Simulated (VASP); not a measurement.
```xyz
2
Lattice="4.1576 -2.2454 0.0153 4.1576 2.2454 0.0153 2.9314 0.0000 3.7061" Properties=species:S:1:pos:R:3 pbc="T T T"
Bi     2.6325     0.0000     0.8746
Bi     8.6142     0.0000     2.8620
```

Computed with PBE GGA, VASP's PBE PAW potentials (set 64) (plane waves; VASP). Settings: 520 eV cut-off, 10×10×10 Γ-centred mesh, first-order Methfessel-Paxton smearing of 0.10 eV, potentials Bi_d.

Task: The ions and cell shape at fixed volume are relaxed. Give the cell that the relaxation ends in.

Result: 
```xyz
2
Lattice="4.0914 -2.2667 -0.0197 4.0914 2.2667 -0.0197 2.8535 0.0000 3.7061" Properties=species:S:1:pos:R:3 pbc="T T T"
Bi     2.6175     0.0000     0.8696
Bi     8.4188     0.0000     2.7971
```
Space group R-3m (166), at a tolerance of 0.03 Å.

Task: How much energy does the relaxation gain?

Result: The energy (σ→0) changes by -5.8 meV/atom, in 6 ionic steps.

The compound is Bi in the a7 structure. This cell is one point of a volume scan, at 0.94 of the reference volume. Symmetry was kept, so distortions that lower it aren't found.
